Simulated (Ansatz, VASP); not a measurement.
# NaZr3N4 in VASP and in Ansatz

INCAR

```
SYSTEM = NaZr3N4
ALGO = Normal
EDIFF = 1E-6
ENCUT = 520
GGA = PE
ISIF = 2
ISMEAR = 0
LASPH = .TRUE.
LCHARG = .TRUE.
LELF = .TRUE.
LREAL = .FALSE.
LVHAR = .TRUE.
LWAVE = .FALSE.
NBANDS = 42
NELM = 100
PREC = Accurate
SIGMA = 0.1
```

File KPOINTS:

```
k-points
0
G
  4 4 4
  0 0 0
```

File POSCAR:

```
NaZr3N4
1.0
    5.4352244300      0.0000000000      0.0000000000
    0.0000000000      5.4352244300      0.0000000000
    0.0000000000      0.0000000000      5.4352244300
Na Zr N
1 3 4
Direct
    0.5000000000      0.5000000000      0.5000000000
    0.0000000000      0.0000000000      0.5000000000
    0.5000000000      0.0000000000      0.0000000000
    0.0000000000      0.5000000000      0.0000000000
    0.2456870000      0.2456870000      0.7543130000
    0.7543130000      0.7543130000      0.7543130000
    0.2456870000      0.7543130000      0.2456870000
    0.7543130000      0.2456870000      0.2456870000
```

Input for Ansatz:

```yaml
crystal:
  lattice:
    - [5.43522443, 0.0, 0.0]
    - [0.0, 5.43522443, 0.0]
    - [0.0, 0.0, 5.43522443]
  atoms:
    - { symbol: Na, position: [0.5, 0.5, 0.5] }
    - { symbol: Zr, position: [0.0, 0.0, 0.5] }
    - { symbol: Zr, position: [0.5, 0.0, 0.0] }
    - { symbol: Zr, position: [0.0, 0.5, 0.0] }
    - { symbol: "N", position: [0.245687, 0.245687, 0.754313] }
    - { symbol: "N", position: [0.754313, 0.754313, 0.754313] }
    - { symbol: "N", position: [0.245687, 0.754313, 0.245687] }
    - { symbol: "N", position: [0.754313, 0.245687, 0.245687] }
basis:
  ecutwfc: 420
kpoints:
  mp_grid: { grid: [4, 4, 4] }
hamiltonian:
  xc: pbe
scf:
  occupations: { method: gaussian, width: 0.1 }
  lower_state_search: "off"
output:
  forces: true
  stress: true
  eigenvalues: true
```

Alike in both runs: task single point; functional PBE; k mesh 4 × 4 × 4; occupations gaussian, width 0.1 eV; no spin polarisation.

```csv
,VASP,Ansatz
version,VASP 6.6.1,Ansatz 0.2.0
potentials or method,"VASP PAW PBE potentials, release 64 (Na_pv, Zr_sv, N)","scalar-relativistic, plane waves, PAW"
plane-wave cutoff (eV),520,420
valence electrons in the cell,63,65
```

|  | VASP | Ansatz | Ansatz less VASP |
| --- | --- | --- | --- |
| gap on the k mesh at the Fermi level (eV) | none | none | - |
| pressure (GPa) | -23.3 | -23.3 | -0.03 |
| rms of the force components (eV/Å) | 0.934 | 0.935 | +0.0010 |

Atom by atom the forces differ by 0.001 eV/Å (rms over components). A gap of «none» marks a metal or a gap that the smearing closes. The two sets of potentials don't hold the same shells in valence.

Caveats: so large a pressure means that the cell lies far from this level's equilibrium, or that cutoff or potentials fall short (VASP); forces of over 1 eV/Å show positions far from the minimum, so gaps and moduli don't describe the material at rest.
